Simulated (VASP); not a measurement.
**MgTi2N2: relaxation of cell and atoms with PBE**

MgTi2N2:

```
Mg Ti N
1.0
    -1.55000    2.19000    4.64500
     1.55000   -2.19000    4.64500
     1.55000    2.19000   -4.64500
Mg Ti N
1 2 2
Direct
  0.00000 0.00000 0.00000
  0.66667 0.66667 0.00000
  0.33333 0.33333 0.00000
  0.16667 0.66667 0.50000
  0.83333 0.33333 0.50000
```

The cell was built by a generator and needn't be a form met in nature.

```
Program                : VASP 6.6.1
Task                   : relaxation of cell and atoms
Functional             : PBE
Potentials or basis    : VASP PAW PBE potentials, release 64 (Mg, Ti_sv, N)
Cutoff                 : 520 eV
k mesh                 : 5 × 5 × 5
Occupations            : gaussian, width 0.15 eV
Spin                   : no spin polarisation
Further INCAR settings : PREC = Normal; ALGO = Fast; EDIFF = 0.0001; IBRION = 2; EDIFFG = -0.08; NSW = 24; ISIF = 3
```

- Relaxed volume: 12.01 Å³/atom
- Relaxed cell: a = 5.330 Å, b = 5.330 Å, c = 5.330 Å, α = 145.96°, β = 134.42°, γ = 58.10°
- Space group after relaxing (to 0.05 Å): Immm (No. 71)
- Energy gained by relaxing: 139.5 meV/atom
- Ionic steps: 11
- Pressure after relaxing: 0.4 GPa
- Largest force after relaxing: 0.066 eV/Å
- Band gap on the k mesh: none (metal or under the smearing width)

Forces in eV/Å, atoms in the order of the input:
```
Mg   0.000  0.000  0.000
Ti   0.000  0.000  0.007
Ti   0.000  0.000 -0.007
N    0.000  0.000 -0.066
N    0.000  0.000  0.066
```

Stress tensor (GPa, compression positive):
```
0.48 0.00 0.00
0.00 0.34 0.00
0.00 0.00 0.46
```

Step by step:
| step | energy change (eV) | largest force (eV/Å) | pressure (GPa) | volume (Å³) |
| --- | --- | --- | --- | --- |
| 1 | 0.0000 | 2.1487 | -14.67 | 63.07 |
| 2 | -0.2096 | 0.9245 | 24.73 | 53.03 |
| 3 | -0.5545 | 1.0287 | 3.68 | 57.08 |
| 4 | -0.5552 | 0.9591 | 4.12 | 56.95 |
| 5 | -0.6573 | 0.3757 | 2.07 | 58.41 |
| 6 | -0.6798 | 0.1381 | 0.99 | 59.42 |
| 7 | -0.6816 | 0.1471 | 0.51 | 59.77 |
| 8 | -0.6926 | 0.0678 | -0.66 | 60.23 |
| 9 | -0.6940 | 0.0315 | -1.02 | 60.40 |
| 10 | -0.6966 | 0.1092 | 0.82 | 59.83 |
| 11 | -0.6976 | 0.0658 | 0.43 | 60.03 |

Final structure:
```cif
data_structure
_symmetry_space_group_name_H-M 'P 1'
_symmetry_Int_Tables_number 1
_cell_length_a 5.3295
_cell_length_b 5.3295
_cell_length_c 5.3295
_cell_angle_alpha 145.959
_cell_angle_beta 134.416
_cell_angle_gamma 58.096
_cell_volume 60.03
loop_
_atom_site_label
_atom_site_type_symbol
_atom_site_fract_x
_atom_site_fract_y
_atom_site_fract_z
_atom_site_occupancy
Mg1 Mg 0.00000 0.00000 0.00000 1
Ti1 Ti 0.68524 0.68524 0.00000 1
Ti2 Ti 0.31476 0.31476 0.00000 1
N1 N 0.16933 0.66933 0.50000 1
N2 N 0.83067 0.33067 0.50000 1
```

Levels at points of the mesh, in eV from the Fermi level:
| k point | band 16 | band 17 | band 18 | band 19 | band 20 | band 21 |
| --- | --- | --- | --- | --- | --- | --- |
| (0.00, 0.00, 0.00) | -3.77 | -2.33 | -0.02 | 0.63 | 0.63 | 1.52 |

Run time: 2.9 min on 1 thread of Intel(R) Xeon(R) 6975P-C (Granite Rapids), with other jobs on the host, peak memory 0.2 GiB.

Caveat: the k mesh is coarse (spacing up to 0.50 Å⁻¹), so the values aren't converged; the relaxation stopped at a loose force limit of 0.08 eV/Å, so its end isn't a converged minimum.
